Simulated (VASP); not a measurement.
An input for Ansatz (written as the equivalent of a VASP run, and not itself run):

Ansatz 0.2 input:
```yaml
crystal:
  lattice:
    - [0.0000000, 2.7103067, 2.7103067]
    - [2.7103067, 0.0000000, 2.7103067]
    - [2.7103067, 2.7103067, 0.0000000]
  atoms:
    - { symbol: K, position: [0.0000000, 0.0000000, 0.0000000] }
    - { symbol: F, position: [0.5000000, 0.5000000, 0.5000000] }
kpoints:
  mp_grid: { grid: [6, 6, 6] }
hamiltonian:
  xc: pbe
  pseudopotentials: { kind: paw }
scf:
  occupations: { method: gaussian, width: 0.05 }
  max_iter: 100
output: { forces: true, stress: true, eigenvalues: true }
```

Problem. Translate this input to VASP (INCAR, KPOINTS, POSCAR, choice of POTCAR).

Solution. One answer among several that fit: 
### INCAR
```
SYSTEM = KF
PREC = Accurate
ENCUT = 520
EDIFF = 1E-6
NELM = 100
ALGO = Normal
LREAL = .FALSE.
LASPH = .TRUE.
ISMEAR = 0
SIGMA = 0.05
GGA = PE
LWAVE = .TRUE.
LCHARG = .FALSE.
```

POSCAR:
```
KF
2.7103070
  0.0000000000   0.9999998858   0.9999998858
  0.9999998858   0.0000000000   0.9999998858
  0.9999998858   0.9999998858   0.0000000000
K F
1 1
Direct
  0.0000000000   0.0000000000   0.0000000000
  0.5000000000   0.5000000000   0.5000000000
```

**KPOINTS**
```
Automatic mesh
0
Gamma
6 6 6
0 0 0
```

POTCAR, in this order: K_sv F (PBE.64 set). Program: vasp_std.

The two are equivalent in intent, not identical: each code has its own PAW files, so the cut-off isn't converted (ENCUT is set for VASP's; basis.ecutwfc is left out, and Ansatz then takes the one that its files recommend); Ansatz stops its SCF on the density residual and VASP on the energy change (EDIFF).

The compound is KF in the rock salt structure. It was relaxed first.
